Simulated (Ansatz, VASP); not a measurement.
# HfC: VASP beside Ansatz, part 2 of 2

One calculation is typed for both programs; each brings its own data sets. How far apart do they land? The cell is generated by rule, not measured, and may not be a known phase. The cell is taken from a series of runs on this material, whose earlier steps may have relaxed, scaled, displaced or heated it; both programs get it as it stands.

VASP 6.6.1 and Ansatz 0.2.0.

So far: Starting point; Ansatz: zone-centre phonons, PBEsol; VASP: zone-centre phonons, PBEsol.

## 3. VASP: zone-centre phonons, PBEsol (continued)

Level of this step: PBEsol; plane waves and PAW (Hf_pv, C); invented cell (VASP).

Numbers of over 12 decimals in the logs are rounded to 6 here.

From OUTCAR (step 3):

```text
ion  position               nearest neighbor table
   1  0.000  0.000  0.000-   2 2.48   2 2.48   2 2.48   2 2.48   2 2.48   2 2.48   2 2.48   2 2.48

  LATTYP: Found a simple cubic cell.
 ALAT       =     2.8687710495

 Subroutine GETGRP returns: Found 48 space group operations
 (whereof 48 operations were pure point group operations)

The static configuration has the point symmetry O_h .

 Found    165 irreducible k-points:

   k-points           NKPTS =    165   k-points in BZ     NKDIM =    165   number of bands    NBANDS=     13

   dimension x,y,z NGX =    24 NGY =   24 NGZ =   24
   dimension x,y,z NGXF=    48 NGYF=   48 NGZF=   48

   ENCUT  =  600.0 eV  44.10 Ry    6.64 a.u.   5.73  5.73  5.73*2*pi/ulx,y,z

   NELECT =      14.0000    total number of electrons

 k-points in reciprocal lattice and weights: Automatic mesh
   0.00000000  0.00000000  0.00000000       0.000
   0.06250000  0.00000000  0.00000000       0.001
   0.12500000  0.00000000  0.00000000       0.001
   0.18750000  0.00000000  0.00000000       0.001
   0.25000000  0.00000000  0.00000000       0.001
   0.31250000  0.00000000  0.00000000       0.001
   0.37500000  0.00000000  0.00000000       0.001
   0.43750000  0.00000000  0.00000000       0.001
   0.50000000  0.00000000  0.00000000       0.001
[...]
0.50000000  0.50000000  0.43750000       0.001
   0.50000000  0.50000000  0.50000000       0.000

 average (electrostatic) potential at core
       1 -34.7593       2 -47.4041

  Total       -0.1900408     -0.1900408     -0.1900408      0.0000000      0.0000000     -0.0000000
  in kB      -12.8964348    -12.8964348    -12.8964348      0.0000000      0.0000000     -0.0000000
  external PRESSURE =     -12.8964348 kB  Pullay stress =       0.0000000 kB

  energy-cutoff  :      600.00
  volume of cell :       23.61
      direct lattice vectors                 reciprocal lattice vectors
     2.868771049  0.000000000  0.000000000     0.348581320  0.000000000  0.000000000
     0.000000000  2.868771049  0.000000000     0.000000000  0.348581320  0.000000000
     0.000000000  0.000000000  2.868771049     0.000000000  0.000000000  0.348581320

 POSITION                                       TOTAL-FORCE (eV/Angst)
 -----------------------------------------------------------------------------------
      0.00000      0.00000      0.00000         0.000000      0.000000      0.000000
      1.43439      1.43439      1.43439         0.000000      0.000000      0.000000
 -----------------------------------------------------------------------------------
    total drift:                                0.000000      0.000000     -0.000000

 Eigenvectors and eigenvalues of the dynamical matrix
 ----------------------------------------------------

   1 f  =    4.373493 THz    27.479468 2PiTHz  145.884030 cm-1    18.087306 meV
             X         Y         Z           dx          dy          dz
      0.000000  0.000000  0.000000    -0.127194    0.215095    0.000000
      1.434386  1.434386  1.434386     0.492855   -0.833456    0.000000

   2 f  =    4.373493 THz    27.479468 2PiTHz  145.884030 cm-1    18.087306 meV
             X         Y         Z           dx          dy          dz
      0.000000  0.000000  0.000000    -0.000000   -0.000000   -0.249889
      1.434386  1.434386  1.434386     0.000000    0.000000    0.968275

   3 f  =    4.373493 THz    27.479468 2PiTHz  145.884030 cm-1    18.087306 meV
             X         Y         Z           dx          dy          dz
      0.000000  0.000000  0.000000    -0.215095   -0.127194   -0.000000
      1.434386  1.434386  1.434386     0.833456    0.492855   -0.000000

   4 f/i=    0.005456 THz     0.034284 2PiTHz    0.182009 cm-1     0.022566 meV
             X         Y         Z           dx          dy          dz
      0.000000  0.000000  0.000000    -0.007602    0.058806   -0.966457
      1.434386  1.434386  1.434386    -0.001962    0.015177   -0.249420

   5 f/i=    0.005456 THz     0.034284 2PiTHz    0.182009 cm-1     0.022566 meV
             X         Y         Z           dx          dy          dz
      0.000000  0.000000  0.000000    -0.966207    0.062210    0.011385
      1.434386  1.434386  1.434386    -0.249355    0.016055    0.002938

   6 f/i=    0.005456 THz     0.034284 2PiTHz    0.182009 cm-1     0.022566 meV
             X         Y         Z           dx          dy          dz
      0.000000  0.000000  0.000000    -0.062785   -0.964483   -0.058192
      1.434386  1.434386  1.434386    -0.016203   -0.248910   -0.015018

 ELASTIC MODULI CONTR FROM IONIC RELAXATION (kBar)
 Direction    XX          YY          ZZ          XY          YZ          ZX
 --------------------------------------------------------------------------------
 XX           0.0000      0.0000      0.0000      0.0000      0.0000      0.0000
 YY           0.0000      0.0000      0.0000      0.0000      0.0000      0.0000
 ZZ           0.0000      0.0000      0.0000      0.0000      0.0000      0.0000
 XY           0.0000      0.0000      0.0000      0.0000      0.0000      0.0000
 YZ           0.0000      0.0000      0.0000      0.0000      0.0000      0.0000
 ZX           0.0000      0.0000      0.0000      0.0000      0.0000      0.0000
 --------------------------------------------------------------------------------
```

## 4. Side by side

Known differences besides the potentials themselves: the data sets hold 30 valence electrons in Ansatz (on its default PAW (the set named soft_2) files) and 14 in VASP; the cutoff is 420 eV in Ansatz and 600 eV in VASP; Ansatz makes its cores anew for this functional, VASP keeps those of its PBE data sets. Total energies have different zeros and are not compared.

Compared:

```csv
quantity,Ansatz,VASP,difference
optical mode 1 to 3 (cm⁻¹),147.4,145.9,+1.04 %
```

Modes are paired by rising frequency, not by their patterns, so a pair may set unlike modes beside each other; they are those without the splitting of longitudinal modes.

## 5. Summary of results

| Quantity | Value |
| --- | --- |
| r.m.s. difference of the optical zone-centre modes, each program's sorted by frequency (zone-centre phonons, PBEsol) | 1.5 cm⁻¹ |
| difference in optical mode 1 to 3 (zone-centre phonons, PBEsol) | +1.0 % |

**Reading.** The r.m.s. difference of the optical zone-centre modes, each program's sorted by frequency is 1.5 cm⁻¹ (zone-centre phonons, PBEsol). The data sets hold unlike numbers of valence electrons (30 in Ansatz and 14 in VASP), so part of the differences comes from the potentials. Among the rows given in per cent, the largest difference of the zone-centre phonons, PBEsol pair is in optical mode 1 to 3, +1.0 %. How closely two codes agree says nothing of how well the functional describes the real material.

[Lines on the potential files, build, host, timing and source positions are cut from VASP's logs without a mark.]

[Logs are printed without paths, hosts, clocks, repeated set-up lines and the standing remarks that a program may print on its own settings, such as how far it seeks lower states.]

[Hosts, paths, dates, database ids (printed as entryN), source tags and the programs' standing remarks are cut or masked in the printed files.]
